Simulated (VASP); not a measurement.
# LaYSbAs: structure and properties in VASP, part 3 of 5

Wanted: the relaxed cell of LaYSbAs and its properties. The cell is invented: it takes the structure of COD entry 1527913, LaAs (space group 225 there), with some of its atoms replaced by other elements, volume scaled by an estimate. It may not be a known or stable phase.

VASP 6.6.1, plane waves and PAW; the level of theory is named at each step.

So far. Step 3 (Full relaxation (SCAN)): It ends with a largest force of 0.006 eV/Å and a pressure of -0.02 GPa. Step 4 (Single point with fields (SCAN)): In this run the pressure is -0.03 GPa, small enough to go on.

**5. Bands along the symmetry lines (SCAN)**

Level of this step: SCAN; plane waves and PAW (La, Sb, Y_sv, As); invented cell (VASP).

Levels along the symmetry lines show where the bands peak and cross; KPOINTS_OPT computes them in the converged potential.

Contents of INCAR:

```
SYSTEM = LaYSbAs
PREC = Accurate
ENCUT = 400
EDIFF = 1E-06
NELM = 100
ISMEAR = -1
SIGMA = 0.05
LREAL = .FALSE.
ALGO = Normal
METAGGA = SCAN
LASPH = .TRUE.
NBANDS = 30
LORBIT = 11
LWAVE = .FALSE.
LCHARG = .FALSE.
KPAR = 2
```

Contents of POSCAR:

```
LaYSbAs
1.0
    2.1824508516      1.2600385281      7.1559468055
   -2.1824508516      1.2600385281      7.1559468055
    0.0000000000     -2.5200770560      7.1559468055
La Sb Y As
1 1 1 1
Direct
    0.2446149796      0.2446149796      0.2446149796
    0.0045627735      0.0045627735      0.0045627735
    0.7548755102      0.7548755102      0.7548755102
    0.4959467368      0.4959467368      0.4959467368
```

Contents of KPOINTS:

```
Automatic mesh
0
Gamma
6 6 6
0 0 0
```

Contents of KPOINTS_OPT:

```
Line mode
16
Line-mode
Reciprocal
  0.00000000   0.00000000   0.00000000 GAMMA
  0.50000000   0.00000000   0.00000000 L

  0.50000000   0.00000000   0.00000000 L
  0.50000000   0.18733675  -0.18733675 B1

  0.81266325   0.50000000   0.18733675 B
  0.50000000   0.50000000   0.50000000 Z

  0.50000000   0.50000000   0.50000000 Z
  0.00000000   0.00000000   0.00000000 GAMMA

  0.00000000   0.00000000   0.00000000 GAMMA
  0.34366837   0.00000000  -0.34366837 X

  0.65633163   0.34366837   0.00000000 Q
  0.50000000   0.50000000   0.00000000 F

  0.50000000   0.50000000   0.00000000 F
  0.65633163   0.65633163   0.18733675 P1

  0.65633163   0.65633163   0.18733675 P1
  0.50000000   0.50000000   0.50000000 Z

  0.50000000   0.00000000   0.00000000 L
  0.81266325   0.34366837   0.34366837 P
```

PAW data sets: La, Sb, Y_sv and As (PBE family, release 64).

Run with:

```sh
> mpirun -np 2 vasp_std
```

Output:

```text
[... set-up lines as in an earlier step ...]
 entering main loop
       N       E                     dE             d eps       ncg     rms          rms(c)
DAV:   1     0.147055925088E+03    0.14706E+03   -0.10254E+04  1920   0.101E+03
DAV:   2    -0.106765062234E+03   -0.25382E+03   -0.22722E+03  2206   0.256E+02
DAV:   3    -0.138912432460E+03   -0.32147E+02   -0.30744E+02  2354   0.937E+01
DAV:   4    -0.143211036373E+03   -0.42986E+01   -0.42586E+01  3544   0.261E+01
DAV:   5    -0.143331695467E+03   -0.12066E+00   -0.12057E+00  2730   0.425E+00    0.242E+01
DAV:   6    -0.134667840133E+03    0.86639E+01   -0.36748E+00  2848   0.888E+00    0.168E+01
DAV:   7    -0.134670827011E+03   -0.29869E-02   -0.30892E+00  2856   0.662E+00    0.622E+00
DAV:   8    -0.134587984478E+03    0.82843E-01   -0.58667E-01  3270   0.339E+00    0.198E+00
DAV:   9    -0.134587217223E+03    0.76725E-03   -0.10551E-01  3200   0.149E+00    0.547E-01
DAV:  10    -0.134586459341E+03    0.75788E-03   -0.68661E-03  3212   0.410E-01    0.235E-01
DAV:  11    -0.134585783975E+03    0.67537E-03   -0.22398E-03  3032   0.275E-01    0.163E-01
DAV:  12    -0.134585728021E+03    0.55954E-04   -0.16417E-04  3186   0.696E-02    0.261E-02
DAV:  13    -0.134585698527E+03    0.29494E-04   -0.43661E-05  3248   0.372E-02    0.150E-02
DAV:  14    -0.134585640866E+03    0.57661E-04   -0.42849E-05  3468   0.253E-02    0.686E-03
DAV:  15    -0.134585640891E+03   -0.24487E-07   -0.37517E-06  2966   0.742E-03
   1 F= -.13458564E+03 E0= -.13458371E+03  d E =-.385697E-02
 Start KPOINTS_OPT (optional k-point list driver)
k-point batch [1-32\144]
       N       E                     dE             ncg
DAV:   1     0.216327304025E+03   -0.19545E+05     1960
DAV:   2    -0.789984037737E+04   -0.81162E+04     2216
DAV:   3    -0.888617543240E+04   -0.98634E+03     2334
DAV:   4    -0.902177721015E+04   -0.13560E+03     3666
DAV:   5    -0.902592233997E+04   -0.41451E+01     2594
DAV:   6    -0.902638671072E+04   -0.46437E+00     3518
DAV:   7    -0.902639378215E+04   -0.70714E-02     2594
DAV:   8    -0.902639456942E+04   -0.78727E-03     3644
DAV:   9    -0.902639458406E+04   -0.14641E-04     2248
DAV:  10    -0.902639458568E+04   -0.16202E-05     1900
DAV:  11    -0.902639458584E+04   -0.16614E-06     1552
[...]
k-point batch [129-144\144]
       N       E                     dE             ncg
DAV:   1     0.776105263234E+04   -0.12997E+05     1000
DAV:   2     0.381888617522E+04   -0.39422E+04     1082
DAV:   3     0.333801419926E+04   -0.48087E+03     1190
DAV:   4     0.326967739333E+04   -0.68337E+02     1836
DAV:   5     0.326742894995E+04   -0.22484E+01     1328
DAV:   6     0.326717514417E+04   -0.25381E+00     1748
DAV:   7     0.326717175067E+04   -0.33935E-02     1336
DAV:   8     0.326717135688E+04   -0.39379E-03     1756
DAV:   9     0.326717134811E+04   -0.87679E-05     1136
DAV:  10     0.326717134716E+04   -0.95096E-06      948
```

Elapsed: 14 min, on 2 MPI ranks of Intel Xeon 6975P-C (Granite Rapids), shared host; peak memory 0.96 GiB; 28 min of CPU time.

Parts of OUTCAR (step 5):

```text
   k-points           NKPTS =     32   k-points in BZ     NKDIM =     32   number of bands    NBANDS=     30

   NELECT =      32.0000    total number of electrons

 E-fermi :   5.6185

 k-point     1 :       0.0000    0.0000    0.0000
  band No.  band energies     occupation
    ...
      9      -5.0659      2.00000
     10      -3.1338      2.00000
     11       1.7475      2.00000
     12       3.5366      2.00000
     13       3.5366      2.00000
     14       5.7555      0.12130
     15       5.9067      0.00625
     16       5.9067      0.00625
     17       7.0672      0.00000
     18       7.0672      0.00000
    ...

  Total       -0.0196140     -0.0196140     -0.0224024      0.0000000     -0.0000000      0.0000000
  in kB       -0.2661516     -0.2661516     -0.3039898      0.0000000     -0.0000000      0.0000000
  external PRESSURE =      -0.2787643 kB  Pullay stress =       0.0000000 kB

 POSITION                                       TOTAL-FORCE (eV/Angst)
 -----------------------------------------------------------------------------------
      0.00000      0.00000      5.25136         0.000000      0.000000      0.001915
      0.00000      0.00000      0.09795         0.000000     -0.000000     -0.005410
      0.00000      0.00000     16.20555         0.000000      0.000000      0.005997
      0.00000      0.00000     10.64691         0.000000     -0.000000     -0.002501
 -----------------------------------------------------------------------------------
    total drift:                               -0.000000     -0.000000     -0.002268

  FREE ENERGIE OF THE ION-ELECTRON SYSTEM (eV)
  ---------------------------------------------------
  free  energy   TOTEN  =      -134.5856408906 eV

  energy  without entropy=     -134.5817839233  energy(sigma->0) =     -134.58371241

[... 8 parts as in an earlier step ...]

[... 8 further parts left out ...]
```

Spin-orbit coupling is off here; with elements this heavy it splits and shifts levels by tenths of an eV or more.

This step gave:

```yaml
scf_cycles: 15
bands: 30
pressure: -0.02788 GPa
```

Electronic bands along the path, in eV, zero at the Fermi level; # counts the bands kept, so #1 is VASP's band 10:

| point | #4 | #5 | #6 | #7 | #8 | #9 | #10 | #11 |
| --- | --- | --- | --- | --- | --- | --- | --- | --- |
| Γ | -2.08 | 0.14 | 0.29 | 0.29 | 1.45 | 1.45 | 1.46 | 2.14 |
| 0.47 of the way | -1.92 | -1.80 | -0.90 | -0.58 | 1.16 | 2.26 | 2.31 | 2.31 |
| L | -2.21 | -1.81 | -1.55 | -1.07 | 1.14 | 1.63 | 2.57 | 2.60 |
| 0.47 of the way | -2.09 | -1.92 | -1.67 | -1.46 | 1.72 | 2.16 | 2.45 | 2.49 |
| B1 | -2.29 | -2.06 | -1.59 | -1.47 | 1.67 | 1.96 | 2.47 | 2.67 |
| jump to B | -2.29 | -2.06 | -1.59 | -1.47 | 1.67 | 1.96 | 2.47 | 2.67 |
| 0.47 of the way | -1.87 | -1.39 | -1.14 | -1.10 | 1.11 | 1.32 | 2.55 | 2.65 |
| Z | -1.71 | -1.71 | -0.76 | -0.76 | 1.69 | 1.99 | 1.99 | 2.16 |
| 0.53 of the way | -1.95 | -0.73 | -0.21 | -0.21 | 1.62 | 1.64 | 1.64 | 2.34 |
| Γ | -2.08 | 0.14 | 0.29 | 0.29 | 1.45 | 1.45 | 1.46 | 2.14 |
| 0.53 of the way | -2.00 | -1.96 | -1.48 | -1.15 | 1.94 | 2.04 | 2.28 | 2.34 |
| X | -2.23 | -2.07 | -1.67 | -1.46 | 1.69 | 2.24 | 2.28 | 2.67 |
| jump to Q | -2.23 | -2.07 | -1.67 | -1.46 | 1.69 | 2.24 | 2.28 | 2.67 |
| 0.53 of the way | -2.14 | -1.93 | -1.50 | -0.98 | 0.53 | 2.36 | 2.54 | 2.72 |
| F | -2.06 | -1.99 | -0.73 | -0.63 | -0.24 | 2.44 | 2.61 | 2.75 |
| 0.53 of the way | -2.05 | -1.95 | -0.83 | -0.65 | -0.14 | 2.44 | 2.61 | 2.74 |
| P1 | -2.02 | -1.90 | -0.98 | -0.69 | 0.04 | 2.43 | 2.60 | 2.70 |
| 0.53 of the way | -1.84 | -1.32 | -1.04 | -0.66 | 0.70 | 2.11 | 2.18 | 2.55 |
| Z | -1.71 | -1.71 | -0.76 | -0.76 | 1.69 | 1.99 | 1.99 | 2.16 |
| jump to L | -2.21 | -1.81 | -1.55 | -1.07 | 1.14 | 1.63 | 2.57 | 2.60 |
| 0.47 of the way | -2.01 | -1.89 | -1.47 | -0.93 | 0.68 | 2.10 | 2.57 | 2.60 |
| P | -2.02 | -1.90 | -0.98 | -0.69 | 0.04 | 2.43 | 2.60 | 2.70 |

Of the projections kept (La, Sb, Y, As), the largest for each band there; the rest of the weight can lie on other orbitals:

```csv
point,#4,#5,#6,#7,#8,#9,#10,#11
Γ,As 0.42,As 0.34,Sb 0.44,Sb 0.44,Y 0.53,Y 0.53,Y 0.48,Y 0.53
L,As 0.35,As 0.58,Sb 0.32,Sb 0.53,Y 0.49,La 0.64,La 0.97,La 0.98
B1,As 0.36,Sb 0.34,Sb 0.32,Sb 0.30,La 0.56,La 0.70,La 0.95,La 0.93
B,As 0.36,Sb 0.34,Sb 0.32,Sb 0.30,La 0.56,La 0.70,La 0.95,La 0.93
Z,As 0.57,As 0.57,Sb 0.51,Sb 0.51,La 0.52,Y 0.57,Y 0.57,La 0.68
Γ,As 0.42,As 0.34,Sb 0.44,Sb 0.44,Y 0.53,Y 0.53,Y 0.48,Y 0.53
```

There is no gap at this level.

**6. Density of states (SCAN)**

A density of states needs more k-points than a total energy; ISMEAR = -5 takes tetrahedra, and LORBIT projects the states on the PAW spheres. The mesh is finer than in the run before.

INCAR, as its differences from that of step 5:

```diff
@@ -5,3 +5,3 @@
 NELM = 100
-ISMEAR = -1
+ISMEAR = -5
 SIGMA = 0.05
@@ -16 +16,2 @@
 KPAR = 2
+NEDOS = 2001
```

POSCAR is that of step 5.

Contents of KPOINTS:

```
Automatic mesh
0
Gamma
9 9 9
0 0 0
```

Run with:

```sh
> mpirun -np 2 vasp_std
```

Output:

```text
[... set-up lines as in an earlier step ...]
 entering main loop
       N       E                     dE             d eps       ncg     rms          rms(c)
DAV:   1     0.142439001027E+03    0.14244E+03   -0.10426E+04  5148   0.101E+03
DAV:   2    -0.108469051148E+03   -0.25091E+03   -0.22393E+03  5842   0.256E+02
DAV:   3    -0.138968053839E+03   -0.30499E+02   -0.29295E+02  6160   0.914E+01
DAV:   4    -0.143225795553E+03   -0.42577E+01   -0.42172E+01  9372   0.258E+01
DAV:   5    -0.143336947208E+03   -0.11115E+00   -0.11099E+00  7152   0.411E+00    0.242E+01
DAV:   6    -0.134672048479E+03    0.86649E+01   -0.36920E+00  7720   0.885E+00    0.169E+01
DAV:   7    -0.134676451437E+03   -0.44030E-02   -0.30528E+00  7592   0.658E+00    0.603E+00
DAV:   8    -0.134591123385E+03    0.85328E-01   -0.59435E-01  8602   0.346E+00    0.188E+00
DAV:   9    -0.134590635434E+03    0.48795E-03   -0.98281E-02  8504   0.144E+00    0.518E-01
DAV:  10    -0.134589891325E+03    0.74411E-03   -0.70838E-03  8368   0.410E-01    0.234E-01
DAV:  11    -0.134589072385E+03    0.81894E-03   -0.21293E-03  8040   0.268E-01    0.138E-01
DAV:  12    -0.134588987207E+03    0.85178E-04   -0.15862E-04  8504   0.675E-02    0.260E-02
DAV:  13    -0.134588965251E+03    0.21955E-04   -0.41225E-05  8728   0.340E-02    0.151E-02
DAV:  14    -0.134588914387E+03    0.50864E-04   -0.39973E-05  9184   0.251E-02    0.605E-03
DAV:  15    -0.134588908724E+03    0.56630E-05   -0.34553E-06  7828   0.745E-03    0.613E-03
DAV:  16    -0.134588907470E+03    0.12544E-05   -0.53283E-07  4600   0.562E-03    0.242E-03
DAV:  17    -0.134588914101E+03   -0.66309E-05   -0.16082E-07  4050   0.310E-03    0.642E-04
DAV:  18    -0.134588914463E+03   -0.36245E-06   -0.69124E-08  3936   0.272E-03
   1 F= -.13458891E+03 E0= -.13458891E+03  d E =0.000000E+00
 -----------------------------------------------------------------------------
|                                                                             |
|           W    W    AA    RRRRR   N    N  II  N    N   GGGG   !!!           |
|           W    W   A  A   R    R  NN   N  II  NN   N  G    G  !!!           |
|           W    W  A    A  R    R  N N  N  II  N N  N  G       !!!           |
|           W WW W  AAAAAA  RRRRR   N  N N  II  N  N N  G  GGG   !            |
|           WW  WW  A    A  R   R   N   NN  II  N   NN  G    G                |
|           W    W  A    A  R    R  N    N  II  N    N   GGGG   !!!           |
|                                                                             |
|     Tetrahedron method does not include variations of the Fermi             |
|     occupations, so forces and stress will be inaccurate. We suggest        |
|     using a different smearing scheme ISMEAR = 1 or 2 for metals in         |
|     relaxations.                                                            |
|                                                                             |
 -----------------------------------------------------------------------------
```

Elapsed: 13 min, on 2 MPI ranks; peak memory 1.1 GiB.

OUTCAR, selected parts (step 6):

```text
   k-points           NKPTS =     85   k-points in BZ     NKDIM =     85   number of bands    NBANDS=     30

   NELECT =      32.0000    total number of electrons

 E-fermi :   5.6342

 k-point     1 :       0.0000    0.0000    0.0000
  band No.  band energies     occupation
    ...
     10      -3.1268      2.00000
     11       1.7498      2.00000
     12       3.5377      2.00000
     13       3.5377      2.00000
     14       5.7578      1.85506
     15       5.9113      0.44451
     16       5.9113     -0.42631
     17       7.0669      0.00000
     18       7.0669      0.00000
     19       7.0754      0.00000
    ...

  Total       -0.0049171     -0.0049171      0.0444340      0.0000000      0.0000000      0.0000000
  in kB       -0.0667225     -0.0667225      0.6029470      0.0000000      0.0000000      0.0000000
  external PRESSURE =       0.1565007 kB  Pullay stress =       0.0000000 kB

 POSITION                                       TOTAL-FORCE (eV/Angst)
 -----------------------------------------------------------------------------------
      0.00000      0.00000      5.25136         0.000000      0.000000      0.007538
      0.00000      0.00000      0.09795         0.000000     -0.000000     -0.011457
      0.00000      0.00000     16.20555         0.000000     -0.000000     -0.011285
      0.00000      0.00000     10.64691         0.000000      0.000000      0.015204
 -----------------------------------------------------------------------------------
    total drift:                               -0.000000     -0.000000     -0.001966

  FREE ENERGIE OF THE ION-ELECTRON SYSTEM (eV)
  ---------------------------------------------------
  free  energy   TOTEN  =      -134.5889144632 eV

  energy  without entropy=     -134.5889144632  energy(sigma->0) =     -134.58891446

[... 6 parts as in an earlier step ...]

[... 10 further parts left out ...]
```

With tetrahedra the forces and stress of a metal are not exact derivatives of the energy.

Numbers from this step:

```
SCF cycles             : 18
irreducible k-points   : 85
free energy (TOTEN)    : -134.5889 eV
Fermi energy           : 5.634 eV
pressure               : 0.01565 GPa
DOS at the Fermi level : 0.2497 states/eV/cell
```

The density of states has structure finer than the step of the table below, so its rows give means over 0.5 eV, whole bins alone (the curve runs from -12.0 to 2.37 eV). Peaks (eV: height): total -10.19: 12.2, -8.54: 8.19, -2.17: 6.74, -1.90: 11.4; Y d -3.19: 0.183, -1.90: 0.995, -1.52: 0.496, 2.26: 0.731; Sb s -8.54: 4.44; As s -10.19: 7.00.

States under -12.0 eV and over 2.4 eV are left out. Density of states against energy, zero at the Fermi level; means over each step; values in states/eV/cell:

```csv
energy (eV),total,Y d,La f,Sb s,As s
-11.0,0,0,0,0,0
-10.5,1.51,0.00739,0.00145,0.0243,0.815
-10.0,2.23,0.0281,0.00245,0.0126,1.28
-9.5,0,0,0,0,0
-9.0,1.18,0.00852,0.00125,0.581,0.0335
-8.5,2.66,0.0416,0.00372,1.43,0.0182
-8.0,0,0,0,0,0
-7.5,0,0,0,0,0
-7.0,0,0,0,0,0
-6.5,0,0,0,0,0
-6.0,0,0,0,0,0
-5.5,0,0,0,0,0
-5.0,0,0,0,0,0
-4.5,0,0,0,0,0
-4.0,0.107,0.00351,8.3e-5,3.2e-4,1.6e-4
-3.5,1.87,0.0581,0.00453,0.00887,0.00566
-3.0,2.99,0.0927,0.0121,0.0182,0.0123
-2.5,2.89,0.133,0.0122,0.0150,0.00403
-2.0,6.70,0.524,0.0365,0.00814,0.00364
-1.5,4.60,0.416,0.0449,0.00532,0.00670
-1.0,3.69,0.308,0.0794,0.00309,0.00343
-0.5,1.08,0.0788,0.0401,8.7e-4,7.4e-4
0.0,0.303,0.0337,0.0144,1.4e-4,1.1e-4
0.5,0.667,0.114,0.0304,4.2e-4,3.6e-4
1.0,1.54,0.284,0.119,0.00159,0.00182
1.5,2.00,0.391,0.281,0.00251,0.00377
2.0,4.17,0.606,1.27,0.00766,0.00791
```

The finer mesh and the other smearing move the Fermi level by +0.02 eV from the 6×6×6 run, a small shift, which tests the Fermi level alone.

**7. Volume scan with SCAN, volume scale 0.94**

An equation of state needs energies on both sides of the minimum, all on one mesh and cutoff.

Contents of INCAR:

```
SYSTEM = LaYSbAs
PREC = Accurate
ENCUT = 400
EDIFF = 1E-06
NELM = 100
ISMEAR = -1
SIGMA = 0.05
LREAL = .FALSE.
ALGO = Normal
METAGGA = SCAN
LASPH = .TRUE.
NBANDS = 22
LORBIT = 11
LWAVE = .FALSE.
LCHARG = .FALSE.
KPAR = 2
ISIF = 2
```

Contents of POSCAR:

```
LaYSbAs
1.0
    2.1378985372      1.2343162386      7.0098660854
   -2.1378985372      1.2343162386      7.0098660854
    0.0000000000     -2.4686324770      7.0098660854
La Sb Y As
1 1 1 1
Direct
    0.2446149796      0.2446149796      0.2446149796
    0.0045627735      0.0045627735      0.0045627735
    0.7548755102      0.7548755102      0.7548755102
    0.4959467368      0.4959467368      0.4959467368
```

Contents of KPOINTS:

```
Automatic mesh
0
Gamma
6 6 6
0 0 0
```

Run with:

```sh
> mpirun -np 2 vasp_std
```

Output:

```text
[... set-up lines as in an earlier step ...]
 entering main loop
       N       E                     dE             d eps       ncg     rms          rms(c)
DAV:   1     0.167168613973E+03    0.16717E+03   -0.10961E+04  1408   0.140E+03
DAV:   2    -0.101072050805E+03   -0.26824E+03   -0.25611E+03  1728   0.333E+02
DAV:   3    -0.139463758804E+03   -0.38392E+02   -0.36800E+02  2154   0.142E+02
DAV:   4    -0.142884994239E+03   -0.34212E+01   -0.34070E+01  2590   0.326E+01
DAV:   5    -0.143151125914E+03   -0.26613E+00   -0.26583E+00  2090   0.799E+00    0.271E+01
DAV:   6    -0.134552310628E+03    0.85988E+01   -0.44786E+00  2136   0.130E+01    0.190E+01
DAV:   7    -0.134531692482E+03    0.20618E-01   -0.29331E+00  2294   0.889E+00    0.465E+00
DAV:   8    -0.134485511500E+03    0.46181E-01   -0.56362E-01  2668   0.446E+00    0.995E-01
DAV:   9    -0.134485405461E+03    0.10604E-03   -0.50947E-02  2276   0.134E+00    0.349E-01
DAV:  10    -0.134484083073E+03    0.13224E-02   -0.37858E-03  2358   0.466E-01    0.161E-01
DAV:  11    -0.134483556736E+03    0.52634E-03   -0.13878E-03  2116   0.273E-01    0.825E-02
DAV:  12    -0.134483491554E+03    0.65182E-04   -0.15117E-04  2452   0.112E-01    0.308E-02
DAV:  13    -0.134483511125E+03   -0.19571E-04   -0.59164E-05  2680   0.421E-02    0.962E-03
DAV:  14    -0.134483498596E+03    0.12529E-04   -0.16574E-05  2728   0.209E-02    0.609E-03
DAV:  15    -0.134483508072E+03   -0.94762E-05   -0.26791E-06  2074   0.110E-02    0.313E-03
DAV:  16    -0.134483516219E+03   -0.81463E-05   -0.35140E-07  1262   0.759E-03    0.211E-03
DAV:  17    -0.134483516224E+03   -0.51582E-08   -0.32101E-07  1268   0.626E-03
   1 F= -.13448352E+03 E0= -.13448141E+03  d E =-.420717E-02
```

It took 2.7 min on 2 MPI ranks; peak memory 0.83 GiB; 5.4 min of CPU time.

Parts of OUTCAR (step 7):

```text
   ENCUT  =  400.0 eV  29.40 Ry    5.42 a.u.  12.12 12.12 12.12*2*pi/ulx,y,z

   NELECT =      32.0000    total number of electrons

 E-fermi :   6.0788

 k-point     1 :       0.0000    0.0000    0.0000
  band No.  band energies     occupation
    ...
      9      -4.7007      2.00000
     10      -2.6195      2.00000
     11       2.0907      2.00000
     12       3.9380      2.00000
     13       3.9380      2.00000
     14       6.3336      0.01218
     15       6.4938      0.00050
     16       6.4938      0.00050
     17       7.5812      0.00000
     18       7.5812      0.00000
    ...

  Total        3.1010169      3.1010166      3.1370623      0.0000000      0.0000000      0.0000000
  in kB       44.7651674     44.7651632     45.2855058      0.0000000      0.0000000      0.0000000
  external PRESSURE =      44.9386121 kB  Pullay stress =       0.0000000 kB

 POSITION                                       TOTAL-FORCE (eV/Angst)
 -----------------------------------------------------------------------------------
      0.00000      0.00000      5.14415         0.000000     -0.000000     -0.023218
      0.00000      0.00000      0.09595         0.000000      0.000000      0.008966
      0.00000      0.00000     15.87473         0.000000      0.000000      0.058811
      0.00000      0.00000     10.42956         0.000000     -0.000000     -0.044560
 -----------------------------------------------------------------------------------
    total drift:                                0.000000     -0.000000      0.001551

  FREE ENERGIE OF THE ION-ELECTRON SYSTEM (eV)
  ---------------------------------------------------
  free  energy   TOTEN  =      -134.4835162238 eV

  energy  without entropy=     -134.4793090542  energy(sigma->0) =     -134.48141264

[... 2 parts as in an earlier step ...]

[... 14 further parts left out ...]
```

The scan keeps the cell's shape and the fractional positions fixed.

This step gave:

```yaml
scf_cycles: 17
bands: 22
irreducible_k_points: 32
free_energy_toten: -134.4835 eV
energy_at_zero_smearing: -134.4814 eV
fermi_energy: 6.079 eV
pressure: 4.494 GPa
```

Force by atom:

```
atom  x (eV/Å)  y (eV/Å)  z (eV/Å)    size
 La1    0.0000    0.0000   -0.0232  0.0232
 Sb2    0.0000    0.0000    0.0090  0.0090
  Y3    0.0000    0.0000    0.0588  0.0588
 As4    0.0000    0.0000   -0.0446  0.0446
```

The pressure here is 4.49 GPa.

[end of part 3 of 5]

[Lines on the potential files, build, host, timing and source positions are cut from VASP's logs without a mark.]

[Logs are printed without paths, hosts, clocks, repeated set-up lines and the standing remarks that a program may print on its own settings, such as how far it seeks lower states.]

[Hosts, paths, dates, database ids (printed as entryN), source tags and the programs' standing remarks are cut or masked in the printed files.]

[A measured line is paired with the nearest computed mode of its activity, which favours agreement.]
